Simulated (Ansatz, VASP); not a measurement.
# SnSe in two plane-wave programs, part 2 of 2

One calculation is typed for both programs; each brings its own data sets and cutoff. How far apart do they land?  Other levels of theory on this material are compared in a session of their own.

VASP 6.6.1 and Ansatz 0.2.0.

So far: Set-up; Ansatz: band structure, r2SCAN, spin-orbit coupling; VASP: band structure, r2SCAN, spin-orbit coupling.

### Step 3. VASP: band structure, r2SCAN, spin-orbit coupling (continued)

Level of this step: r2SCAN, spin-orbit coupling; plane waves and PAW (Sn_d, Se) (VASP).

Numbers of over 12 decimals in the logs are rounded to 6 here.

Parts of OUTCAR (step 3):

```text
ion  position               nearest neighbor table
   1  0.000  0.000  0.000-   2 3.01   2 3.01   2 3.01   2 3.01   2 3.01   2 3.01
   2  0.500  0.500  0.500-   1 3.01   1 3.01   1 3.01   1 3.01   1 3.01   1 3.01

  LATTYP: Found a face centered cubic cell.
 ALAT       =     6.0200000000

 Subroutine GETGRP returns: Found 48 space group operations
 (whereof 48 operations were pure point group operations)

The static configuration has the point symmetry O_h .

 Found     16 irreducible k-points:

   k-points           NKPTS =     16   k-points in BZ     NKDIM =     16   number of bands    NBANDS=     32

   dimension x,y,z NGX =    28 NGY =   28 NGZ =   28
   dimension x,y,z NGXF=    56 NGYF=   56 NGZF=   56

   ENCUT  =  400.0 eV  29.40 Ry    5.42 a.u.   6.94  6.94  6.94*2*pi/ulx,y,z

   NELECT =      20.0000    total number of electrons

 k-points in reciprocal lattice and weights: Automatic mesh
   0.00000000  0.00000000  0.00000000       0.005
   0.16666667  0.00000000  0.00000000       0.037
   0.33333333  0.00000000  0.00000000       0.037
   0.50000000  0.00000000  0.00000000       0.019
   0.16666667  0.16666667  0.00000000       0.028
   0.33333333  0.16666667  0.00000000       0.111
   0.50000000  0.16666667  0.00000000       0.111
  -0.33333333  0.16666667  0.00000000       0.111
  -0.16666667  0.16666667  0.00000000       0.056
[...]
-0.33333333  0.33333333  0.16666667       0.111
  -0.33333333  0.50000000  0.16666667       0.056

 average (electrostatic) potential at core
       1-107.3090       2 -57.2771

 E-fermi :   5.9062

 k-point     1 :       0.0000    0.0000    0.0000
  band No.  band energies     occupation
    ...
     16       2.7648      1.00000
     17       3.1914      1.00000
     18       3.1914      1.00000
     19       3.1914      1.00000
     20       3.1914      1.00000
     21       9.5390      0.00000
     22       9.5390      0.00000
     23      10.3085      0.00000
     24      10.3085      0.00000
     25      10.3085      0.00000
    ...

 k-point     2 :       0.1667    0.0000    0.0000
  band No.  band energies     occupation
    ...
     16       2.9243      1.00000
     17       3.2283      1.00000
     18       3.2283      1.00000
     19       3.9593      1.00000
     20       3.9593      1.00000
     21       8.4277      0.00000
     22       8.4277      0.00000
     23       8.9605      0.00000
     24       8.9605      0.00000
     25       9.0740      0.00000
    ...

 k-point     3 :       0.3333    0.0000    0.0000
  band No.  band energies     occupation
    ...
     16       3.0842      1.00000
     17       3.3454      1.00000
     18       3.3454      1.00000
     19       5.0103      1.00000
     20       5.0103      1.00000
     21       6.9641      0.00000
     22       6.9641      0.00000
     23       7.3710      0.00000
     24       7.3710      0.00000
     25       7.6030      0.00000
    ...

  Total       -0.1733734     -0.1733734     -0.1733734     -0.0000000     -0.0000000      0.0000000
  in kB       -5.0928827     -5.0928827     -5.0928827     -0.0000000     -0.0000000      0.0000000
  external PRESSURE =      -5.0928827 kB  Pullay stress =       0.0000000 kB

  energy-cutoff  :      400.00
  volume of cell :       54.54
      direct lattice vectors                 reciprocal lattice vectors
     0.000000000  3.010000000  3.010000000    -0.166112957  0.166112957  0.166112957
     3.010000000  0.000000000  3.010000000     0.166112957 -0.166112957  0.166112957
     3.010000000  3.010000000  0.000000000     0.166112957  0.166112957 -0.166112957

 POSITION                                       TOTAL-FORCE (eV/Angst)
 -----------------------------------------------------------------------------------
      0.00000      0.00000      0.00000        -0.000000     -0.000000     -0.000000
      3.01000      3.01000      3.01000         0.000000      0.000000      0.000000
 -----------------------------------------------------------------------------------
    total drift:                               -0.000000      0.000000      0.000000

  FREE ENERGIE OF THE ION-ELECTRON SYSTEM (eV)
  ---------------------------------------------------
  free  energy   TOTEN  =       -39.9492957362 eV

  energy  without entropy=      -39.9491548948  energy(sigma->0) =      -39.94922532

 Spin-Orbit-Coupling matrix elements
 Ion:    1  E_soc:     -0.0839214
 Ion:    2  E_soc:     -0.0395080

 total charge
# of ion       s       p       d       tot
------------------------------------------
    1        1.361   0.684   9.986  12.031
    2        1.477   2.337   0.027   3.841
--------------------------------------------------
tot          2.838   3.021  10.013  15.872

 magnetization (x)
# of ion       s       p       d       tot
------------------------------------------
    1        0.000   0.000   0.000   0.000
    2       -0.000   0.000   0.000  -0.000
--------------------------------------------------
tot          0.000   0.000   0.000   0.000

 magnetization (y)
# of ion       s       p       d       tot
------------------------------------------
    1       -0.000  -0.000  -0.000  -0.000
    2       -0.000   0.000  -0.000  -0.000
--------------------------------------------------
tot         -0.000   0.000  -0.000  -0.000

 magnetization (z)
# of ion       s       p       d       tot
------------------------------------------
    1        0.000   0.000   0.000   0.000
    2        0.000   0.000  -0.000   0.000
--------------------------------------------------
tot          0.000   0.000   0.000   0.000

[... 3 further parts left out ...]
```

The run ends at a pressure of -0.51 GPa.

### Step 4. Differences

Known differences besides the potentials themselves: spin-orbit coupling enters by fully relativistic files in Ansatz and inside the spheres in VASP; VASP keeps PBE cores, Ansatz makes them for the functional; the data sets hold 30 valence electrons in Ansatz (fully relativistic PAW (standard-fr) files) and 20 in VASP; the cutoff is 500 eV in Ansatz and 400 eV in VASP. Total energies have different zeros and are not compared.

Compared:

| quantity | Ansatz | VASP | difference |
| --- | --- | --- | --- |
| pressure (GPa) | -0.48 | -0.51 | +0.03 |
| gap over the path points (eV) | 0.224 | 0.219 | +0.005 |

Levels at points of the path, from each program's valence-band top (eV; 8 filled, then empty):

| k (reciprocal lattice) | Ansatz | VASP |
| --- | --- | --- |
| 0.000 0.000 0.000 | -5.24 -5.24 -2.94 -2.94 -2.51 -2.51 -2.51 -2.51 3.82 3.82 4.61 4.61 4.61 4.61 | -5.25 -5.25 -2.93 -2.93 -2.51 -2.51 -2.51 -2.51 3.84 3.84 4.61 4.61 4.61 4.61 |
| 0.167 0.000 0.167 | -6.32 -6.32 -3.22 -3.22 -2.93 -2.93 -1.15 -1.15 1.55 1.55 4.07 4.07 4.51 4.51 | -6.33 -6.33 -3.22 -3.22 -2.94 -2.94 -1.15 -1.15 1.55 1.55 4.08 4.08 4.50 4.50 |
| 0.333 0.000 0.333 | -7.00 -7.00 -3.93 -3.93 -3.66 -3.66 -3.60 -3.60 3.54 3.54 3.74 3.74 4.67 4.67 | -7.01 -7.01 -3.93 -3.93 -3.67 -3.67 -3.60 -3.60 3.54 3.54 3.74 3.74 4.67 4.67 |
| 0.500 0.000 0.500 | -6.33 -6.33 -5.96 -5.96 -4.24 -4.24 -3.98 -3.98 3.12 3.12 5.16 5.16 5.73 5.73 | -6.35 -6.35 -5.96 -5.96 -4.24 -4.24 -3.98 -3.98 3.12 3.12 5.17 5.17 5.72 5.72 |
| 0.500 0.083 0.583 | -6.69 -6.69 -5.86 -5.86 -4.30 -4.30 -3.43 -3.43 3.41 3.41 4.39 4.39 5.68 5.68 | -6.70 -6.70 -5.86 -5.86 -4.30 -4.30 -3.43 -3.43 3.40 3.40 4.39 4.39 5.68 5.68 |
| 0.500 0.183 0.683 | -7.23 -7.23 -5.52 -5.52 -4.80 -4.80 -1.81 -1.81 2.24 2.24 4.27 4.27 5.41 5.41 | -7.24 -7.24 -5.52 -5.52 -4.80 -4.80 -1.82 -1.82 2.24 2.24 4.26 4.26 5.40 5.40 |
| 0.500 0.250 0.750 | -7.34 -7.34 -5.19 -5.19 -5.17 -5.17 -1.12 -1.12 1.42 1.42 4.85 4.85 4.90 4.90 | -7.35 -7.35 -5.20 -5.20 -5.17 -5.17 -1.12 -1.12 1.42 1.42 4.85 4.85 4.90 4.90 |
| 0.450 0.300 0.750 | -7.39 -7.39 -5.41 -5.41 -4.67 -4.67 -1.59 -1.59 1.92 1.92 4.39 4.39 5.25 5.25 | -7.40 -7.40 -5.41 -5.41 -4.67 -4.67 -1.60 -1.60 1.92 1.92 4.38 4.38 5.24 5.24 |
| 0.408 0.342 0.750 | -7.44 -7.44 -5.51 -5.51 -4.01 -4.01 -2.36 -2.36 2.72 2.72 3.96 3.96 5.41 5.41 | -7.45 -7.45 -5.51 -5.51 -4.01 -4.01 -2.36 -2.36 2.72 2.72 3.96 3.96 5.41 5.41 |
| 0.350 0.350 0.700 | -7.67 -7.67 -5.37 -5.37 -3.43 -3.43 -2.39 -2.39 2.79 2.79 3.19 3.19 5.22 5.22 | -7.68 -7.68 -5.37 -5.37 -3.43 -3.43 -2.40 -2.40 2.79 2.79 3.18 3.18 5.22 5.22 |

Among the levels compared at these points, filled levels agree within 17 meV and empty ones within 18 meV.

### Step 5. Outcome

```json
{
  "difference in gap over the path points (band structure, r2SCAN, spin-orbit coupling)": "0.0055 eV"
}
```

**Reading.** The difference in gap over the path points is 0.0055 eV (band structure, r2SCAN, spin-orbit coupling), within the 0.08 eV picked in this series as the mark of a large difference. 3 further runs of this series are not shown here. Such differences can come from data sets, numerical settings and the points named under the comparisons, not from the functional's error against experiment.

[Lines on the potential files, build, host, timing and source positions are cut from VASP's logs without a mark.]

[Logs are printed without paths, hosts, clocks, repeated set-up lines and the standing remarks that a program may print on its own settings, such as how far it seeks lower states.]

[Hosts, paths, dates, database ids (printed as entryN), source tags and the programs' standing remarks are cut or masked in the printed files.]
